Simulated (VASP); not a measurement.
Cd₂TeS (space group P3m1): computed properties

These are r2SCAN meta-GGA, VASP's PBE PAW potentials (set 64) (plane waves; VASP 6.6.1) values and carry that method's errors.

space group: P3m1 (156)
cell: a = b = 4.388 Å, c = 7.190 Å, α = β = 90.00°, γ = 120.00°
volume per atom: 29.97 Å³/atom
band gap (over mesh and band path): 0.48 eV
smallest direct gap (over mesh and band path): 0.48 eV
band-edge character: direct, Γ to Γ
density: 5.33 g/cm³

```cif
data_Cd2STe
_chemical_formula_sum 'Cd2 Te1 S1'
_space_group_name_H-M_alt 'P 1'
_space_group_IT_number 1
_cell_length_a 4.38798
_cell_length_b 4.38798
_cell_length_c 7.19023
_cell_angle_alpha 90.000
_cell_angle_beta 90.000
_cell_angle_gamma 120.000
loop_
_space_group_symop_operation_xyz
  'x, y, z'
loop_
_atom_site_label
_atom_site_type_symbol
_atom_site_fract_x
_atom_site_fract_y
_atom_site_fract_z
_atom_site_occupancy
Cd1 Cd 0.66667 0.33333 0.47300 1
Cd2 Cd 0.00000 0.00000 0.02472 1
Te1 Te 0.00000 0.00000 0.63054 1
S1 S 0.66667 0.33333 0.11974 1
```

Unless said otherwise, spin-orbit coupling is left out, though it shifts the bands of the heavy elements here.

The structure comes from a computed database's Cd2TeS entry (P3m1); how it stands against other phases isn't given here. It was relaxed first. Symmetry was kept, so distortions that lower it aren't found.
